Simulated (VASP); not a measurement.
Write the native input for VASP 6.6.1 that does the following.

- Task: band structure
- Functional: PBE
- Potentials or basis: VASP PAW PBE potentials, release 64 (Hg, Te)
- Cutoff: 520 eV
- k mesh: 8 × 8 × 8
- Occupations: gaussian, width 0.02 eV
- Spin: no spin polarisation
- Further INCAR settings: ALGO = Normal; EDIFF = 1e-06

The structure of HgTe lies in POSCAR:

```
HgTe
1.0
    0.0000000000      3.2145000000      3.2145000000
    3.2145000000      0.0000000000      3.2145000000
    3.2145000000      3.2145000000      0.0000000000
Hg Te
1 1
Direct
    0.0000000000      0.0000000000      0.0000000000
    0.2500000000      0.2500000000      0.2500000000
```

One way to write it, as run:

INCAR

```
SYSTEM = HgTe
PREC = Accurate
ENCUT = 520
EDIFF = 1E-6
ISMEAR = 0
SIGMA = 0.02
LREAL = .FALSE.
LASPH = .TRUE.
NELM = 80
ALGO = Normal
ISIF = 2
LWAVE = .FALSE.
LCHARG = .FALSE.
GGA = PE
```

KPOINTS

```
Automatic mesh
0
G
  8 8 8
  0 0 0
```

KPOINTS_OPT

```
path GXWKGLUWLK,UX
15
line-mode
reciprocal
 0.0000000000  0.0000000000  0.0000000000  G
 0.5000000000  0.0000000000  0.5000000000  X

 0.5000000000  0.0000000000  0.5000000000  X
 0.5000000000  0.2500000000  0.7500000000  W

 0.5000000000  0.2500000000  0.7500000000  W
 0.3750000000  0.3750000000  0.7500000000  K

 0.3750000000  0.3750000000  0.7500000000  K
 0.0000000000  0.0000000000  0.0000000000  G

 0.0000000000  0.0000000000  0.0000000000  G
 0.5000000000  0.5000000000  0.5000000000  L

 0.5000000000  0.5000000000  0.5000000000  L
 0.6250000000  0.2500000000  0.6250000000  U

 0.6250000000  0.2500000000  0.6250000000  U
 0.5000000000  0.2500000000  0.7500000000  W

 0.5000000000  0.2500000000  0.7500000000  W
 0.5000000000  0.5000000000  0.5000000000  L

 0.5000000000  0.5000000000  0.5000000000  L
 0.3750000000  0.3750000000  0.7500000000  K

 0.6250000000  0.2500000000  0.6250000000  U
 0.5000000000  0.0000000000  0.5000000000  X
```

Potentials or basis: VASP PAW PBE potentials, release 64 (Hg, Te).

Launch:

```sh
$ cat potpaw_PBE.64/Hg/POTCAR potpaw_PBE.64/Te/POTCAR > POTCAR
$ mpirun -np 1 vasp_std > vasp.out
```

Results of the run:

```
Pressure                : 4.6 GPa
Band gap along the path : none (metal or under the smearing width)
```

Caveat: spin-orbit coupling is left out, which moves the levels of the heavy elements.

It took 46 s on 1 thread of Intel(R) Xeon(R) 6975P-C (Granite Rapids), on a shared host, peak memory 0.21 GiB.
